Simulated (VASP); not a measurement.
## ZnO: band gap against strain

ZnO (wurtzite, P6_3mc, 12.401 Å³/atom and stress up to 0.16 GPa in the relaxed cell, c along z) under an equal strain ε along x and y, with z held. PBE in VASP (plane waves, PAW), 600 eV, 12×12×6 Γ-centred mesh, Gaussian smearing 0.05 eV; ions are relaxed, or left where forces stay under 0.02 eV/Å, within the symmetry of each cell. Gaps are the smallest on the run's k-mesh, which can miss an edge that lies off it, without spin-orbit coupling; in all rows the valence edge lies at Γ and the conduction edge at Γ.

Here s stands for strain and Eg for gap.

```
strain (%)  gap (eV)
----------  --------
0.00           0.720
0.50           0.711
1.00           0.702
1.50           0.692
3.00               ?
```

Fit Eg of the 4 rows that show it with a straight line. Means: s 0.75000, Eg 0.7063. About the means, the sum of products is -0.023250 and the sum of squares of s is 1.2500; the slope is their ratio. Least squares gives Eg = 0.7202 - 0.01860·s. Residuals (row less fit): -0.0002, 0.0001, 0.0004, -0.0003; standard error 0.0004 (degrees of freedom: 2). Over these rows the gap moves by -1.86 ± 0.03 eV per unit strain.

### Question
What does the fit predict for Eg at s = 3.00, and how far is the calculated value from it?

### Answer
Eg = 0.7202 - 0.01860 × 3.0 = 0.6644 eV. The calculation gives 0.660 eV, 0.0044 eV below the prediction (7.3 % of the range of Eg in the table). The row lies outside the fitted rows, so this is an extrapolation. The scatter of the fitted rows lies at the last printed digit.

A polynomial of degree 2 through the 6 other runs of the series gives 0.660 there, so most of the miss is curvature that the fit leaves out. Rows are the converged runs of the series near zero and its far end; series whose fitted rows scatter by over a few per cent of the range, as at a crossing or softening among them, aren't shown in this form, nor equations of state whose B0' disagrees with the runs' pressures. Most that stay on the fit to the last digits aren't either.
